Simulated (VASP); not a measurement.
Output of a VASP run:

File OUTCAR:
```
 ion  position               nearest neighbor table
   1  0.500  0.500  0.500-   4 2.61   3 2.61   3 2.61   3 2.61
   2  1.000  1.000  1.000-   4 2.63   4 2.63   4 2.63   3 2.63
   3  0.874  0.874  0.874-   1 2.61   1 2.61   1 2.61   2 2.63
   4  0.376  0.376  0.376-   1 2.61   2 2.63   2 2.63   2 2.63
  LATTYP: Found a trigonal (rhomboedric) cell.
 ALAT       =     7.4011555990
 COS(alpha) =     0.8328470411
 Subroutine PRICEL returns:
 Original cell was already a primitive cell.
 Subroutine GETGRP returns: Found  6 space group operations
The static configuration has the point symmetry C_3v.
The dynamic configuration has the point symmetry C_3v.
 Subroutine INISYM returns: Found  6 space group operations
 Subroutine IBZKPT returns following result:
 Found     65 irreducible k-points:

 Following reciprocal coordinates:
            Coordinates               Weight
  0.000000  0.000000  0.000000      1.000000
  0.125000  0.000000  0.000000      6.000000
  0.250000  0.000000  0.000000      6.000000
  0.375000  0.000000  0.000000      6.000000
  0.500000  0.000000  0.000000      3.000000
  0.125000  0.125000  0.000000      6.000000
  0.250000  0.125000  0.000000     12.000000
  0.375000  0.125000  0.000000     12.000000
  0.500000  0.125000  0.000000     12.000000
 -0.375000  0.125000 -0.000000     12.000000
 -0.250000  0.125000 -0.000000     12.000000
 -0.125000  0.125000  0.000000      6.000000
  0.250000  0.250000  0.000000      6.000000
  0.375000  0.250000  0.000000     12.000000
  0.500000  0.250000  0.000000     12.000000
 -0.375000  0.250000 -0.000000     12.000000
 -0.250000  0.250000  0.000000      6.000000
  0.375000  0.375000  0.000000      6.000000
  0.500000  0.375000  0.000000     12.000000
 -0.375000  0.375000  0.000000      6.000000
  0.500000  0.500000  0.000000      3.000000
  0.125000  0.125000  0.125000      2.000000
  0.250000  0.125000  0.125000      6.000000
  0.375000  0.125000  0.125000      6.000000
  0.500000  0.125000  0.125000      6.000000
 -0.375000  0.125000  0.125000      6.000000
 -0.250000  0.125000  0.125000      6.000000
 -0.125000  0.125000  0.125000      6.000000
  0.250000  0.250000  0.125000      6.000000
  0.375000  0.250000  0.125000     12.000000
  0.500000  0.250000  0.125000     12.000000
 -0.375000  0.250000  0.125000     12.000000
 -0.250000  0.250000  0.125000     12.000000
 -0.125000  0.250000  0.125000     12.000000
  0.375000  0.375000  0.125000      6.000000
  0.500000  0.375000  0.125000     12.000000
 -0.375000  0.375000  0.125000     12.000000
 -0.250000  0.375000  0.125000     12.000000
 -0.125000  0.375000  0.125000     12.000000
  0.500000  0.500000  0.125000      6.000000
   k-points           NKPTS =     65   k-points in BZ     NKDIM =     65   number of bands    NBANDS=     22
   number of dos      NEDOS =    301   number of ions     NIONS =      4
   total plane-waves  NPLWV = 110592
   dimension x,y,z NGX =    48 NGY =   48 NGZ =   48
   dimension x,y,z NGXF=    96 NGYF=   96 NGZF=   96
   ions per type =               1   1   2
   PREC   = accura    normal or accurate (medium, high low for compatibility)
   ISTART =      0    job   : 0-new  1-cont  2-samecut
   ICHARG =      2    charge: 1-file 2-atom 10-const
   ISPIN  =      1    spin polarized calculation?
   LNONCOLLINEAR =      F non collinear calculations
   LSORBIT =      F    spin-orbit coupling
   INIWAV =      1    electr: 0-lowe 1-rand  2-diag
   ENCUT  =  400.0 eV  29.40 Ry    5.42 a.u.  12.07 12.07 12.07*2*pi/ulx,y,z
   NELM   =    100;   NELMIN=  2; NELMDL= -5     # of ELM steps
   EDIFF  = 0.1E-05   stopping-criterion for ELM
   LREAL  =      F    real-space projection
   NLSPLINE    = F    spline interpolate recip. space projectors
   LMAXMIX     =    6 max onsite mixed and CHGCAR
   VOSKOWN=      0    Vosko Wilk Nusair interpolation
   EDIFFG = -.2E-01   stopping-criterion for IOM
...
```

File OSZICAR:
```
       N       E                     dE             d eps       ncg     rms          rms(c)
DAV:   1     0.219030204014E+03    0.21903E+03   -0.15014E+04  2876   0.119E+03
DAV:   2    -0.910842307092E+00   -0.21994E+03   -0.21487E+03  3178   0.322E+02
DAV:   3    -0.128138173021E+02   -0.11903E+02   -0.11787E+02  3394   0.751E+01
DAV:   4    -0.129211522244E+02   -0.10733E+00   -0.10729E+00  3160   0.689E+00
DAV:   5    -0.129221013911E+02   -0.94917E-03   -0.94909E-03  3442   0.593E-01    0.110E+01
DAV:   6    -0.122812914814E+02    0.64081E+00   -0.14928E+00  3828   0.147E+01    0.829E+00
DAV:   7    -0.122532497978E+02    0.28042E-01   -0.60574E-01  3112   0.479E+00    0.269E+00
DAV:   8    -0.122419334209E+02    0.11316E-01   -0.10391E-01  3230   0.360E+00    0.496E-01
DAV:   9    -0.122412921978E+02    0.64122E-03   -0.10601E-02  3202   0.133E+00    0.147E-01
DAV:  10    -0.122412043852E+02    0.87813E-04   -0.42127E-04  3388   0.216E-01    0.394E-02
DAV:  11    -0.122412077968E+02   -0.34117E-05   -0.13778E-04  3082   0.110E-01    0.232E-02
DAV:  12    -0.122412048245E+02    0.29723E-05   -0.46219E-05  3440   0.675E-02    0.761E-03
DAV:  13    -0.122412044678E+02    0.35675E-06   -0.40820E-06  2484   0.220E-02
   1 F= -.12241204E+02 E0= -.12241257E+02  d E =-.122412E+02
       N       E                     dE             d eps       ncg     rms          rms(c)
DAV:   1    -0.122424616919E+02   -0.12569E-02   -0.35384E-02  2938   0.186E+00    0.257E-01
DAV:   2    -0.122413991016E+02    0.10626E-02   -0.33787E-03  3082   0.720E-01    0.877E-02
DAV:   3    -0.122413011308E+02    0.97971E-04   -0.32967E-04  3250   0.151E-01    0.849E-02
DAV:   4    -0.122412839549E+02    0.17176E-04   -0.34009E-05  3058   0.448E-02    0.103E-02
DAV:   5    -0.122412806183E+02    0.33366E-05   -0.13902E-05  3376   0.469E-02    0.508E-03
DAV:   6    -0.122412806649E+02   -0.46612E-07   -0.14593E-06  1544   0.823E-03
   2 F= -.12241281E+02 E0= -.12241332E+02  d E =-.761971E-04
```

**OUTCAR**
```
------------------------ aborting loop because EDIFF is reached ----------------------------------------
  FORCE on cell =-STRESS in cart. coord.  units (eV):
  Direction    XX          YY          ZZ          XY          YZ          ZX
  --------------------------------------------------------------------------------------
  Total        0.0309228      0.0309228      0.0142177      0.0000000      0.0000000      0.0000000
  in kB        0.4486340      0.4486339      0.2062725      0.0000000      0.0000000      0.0000000
  external PRESSURE =       0.3678468 kB  Pullay stress =       0.0000000 kB
  volume of cell :      110.43
      direct lattice vectors                 reciprocal lattice vectors
     2.138411584  1.234612370  6.971468742     0.233818412  0.134995138  0.047813932
    -2.138411584  1.234612370  6.971468742    -0.233818412  0.134995138  0.047813932
     0.000000000 -2.469224740  6.971468742     0.000000000 -0.269990275  0.047813932
 POSITION                                       TOTAL-FORCE (eV/Angst)
 -----------------------------------------------------------------------------------
      0.00000      0.00000     10.46517         0.000000      0.000000      0.014375
      0.00000      0.00000     20.91081         0.000000     -0.000000     -0.005760
      0.00000      0.00000     18.28215         0.000000     -0.000000     -0.016741
      0.00000      0.00000      7.85619         0.000000      0.000000      0.008126
 -----------------------------------------------------------------------------------
    total drift:                                0.000000     -0.000008      0.000370
  FREE ENERGIE OF THE ION-ELECTRON SYSTEM (eV)
  ---------------------------------------------------
  free  energy   TOTEN  =       -12.2412806649 eV

  energy  without entropy=      -12.2414342365  energy(sigma->0) =      -12.24133186

 reached required accuracy - stopping structural energy minimisation
```
(Selected blocks of OUTCAR.)

File POSCAR:
```
CdHgSe2
1
    2.1396442514     1.2353240505     6.9766038420
   -2.1396442514     1.2353240505     6.9766038420
   -0.0000000000    -2.4706481009     6.9766038420
Cd Hg Se
1 1 2
Direct
  0.5003404594   0.5003404594   0.5003404594
  0.9998413510   0.9998413510   0.9998413510
  0.8741983454   0.8741983454   0.8741983454
  0.3756058442   0.3756058442   0.3756058442
```

Task: Write an INCAR and KPOINTS that could have produced this output.

Result: One answer among several that fit: the input of the run itself, LDA (Ceperley-Alder, Perdew-Zunger), plane waves, VASP's LDA PAW potentials (set 64).

**INCAR**
```
# general
SYSTEM  = CdHgSe2
PREC    = Accurate
ENCUT   = 400
LREAL   = .FALSE.
LASPH   = .TRUE.

# electronic loop
EDIFF   = 1E-6
NELM    = 100
ALGO    = Normal
LMAXMIX = 6

# smearing
ISMEAR  = 1
SIGMA   = 0.1

# ions
IBRION  = 2
NSW     = 60
ISIF    = 3
EDIFFG  = -0.02

# output
LWAVE   = .FALSE.
LCHARG  = .FALSE.
```

KPOINTS:
```
Automatic
0
G
  8 8 8
```

POTCAR, in this order: Cd Hg Se (LDA.64 set). Program: vasp_std.

The structure comes from a computed database's CdHgSe2 entry (R3m); how it stands against other phases isn't given here. This run relaxes it. Symmetry was kept, so distortions that lower it aren't found. The start is the result of an earlier pass.
